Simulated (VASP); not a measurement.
An input for Quantum ESPRESSO's pw.x (written as the equivalent of a VASP run, and not itself run):

```
&CONTROL
  calculation = 'vc-relax'
  pseudo_dir = './pseudo'
  outdir = './out'
  tprnfor = .true.
  tstress = .true.
  nstep = 40
  forc_conv_thr = 0.00078
/
&SYSTEM
  ibrav = 0
  nat = 2
  ntyp = 2
  ecutwfc = 76
  occupations = 'smearing'
  smearing = 'methfessel-paxton'
  degauss = 0.00735
  input_dft = 'pbesol'
/
&ELECTRONS
  conv_thr = 7.3e-08
  electron_maxstep = 100
/
&IONS
/
&CELL
/
ATOMIC_SPECIES
  B 10.810 B.upf
  P 30.974 P.upf
CELL_PARAMETERS angstrom
     2.6959045    0.0000000    0.0000000
     0.0000000    2.6959045    0.0000000
     0.0000000    0.0000000    2.6959045
ATOMIC_POSITIONS crystal
  B    0.0000000  0.0000000  0.0000000
  P    0.5000000  0.5000000  0.5000000
K_POINTS automatic
  13 13 13 0 0 0
```

Translate this input to VASP (INCAR, KPOINTS, POSCAR, choice of POTCAR).

Several could match; the one computed here: 
File POSCAR:
```
BP
1
    2.6959044788     0.0000000000     0.0000000000
    0.0000000000     2.6959044788     0.0000000000
    0.0000000000     0.0000000000     2.6959044788
B P
1 1
Direct
  0.0000000000   0.0000000000   0.0000000000
  0.5000000000   0.5000000000   0.5000000000
```

**INCAR**
```
SYSTEM=BP
PREC=Accurate; ENCUT=620; LREAL=.FALSE.
LASPH=.TRUE.
EDIFF=1E-6; NELM=100; ALGO=Normal
ISMEAR=1; SIGMA=0.1
GGA=PS
IBRION=2; NSW=40; ISIF=3
EDIFFG=-0.02
LWAVE=.FALSE.; LCHARG=.FALSE.
```

KPOINTS:
```
Automatic mesh
0
Gamma
13 13 13
0 0 0
```

POTCAR, in this order: B P (PBE.64 set). Program: vasp_std.

Limits of the translation: the potentials are each code's own (VASP's PAW set, PseudoDojo norm-conserving files in pw.x), so ENCUT and ecutwfc are chosen apart and not converted; conv_thr bounds pw.x's estimated SCF error, while EDIFF bounds the energy change between steps; forc_conv_thr acts on force components and is met together with etot_conv_thr.

The structure was generated: BP was put into the CsCl type type (Pm-3m), which need not be its known phase. This run relaxes it. Symmetry was kept, so distortions that lower it aren't found.
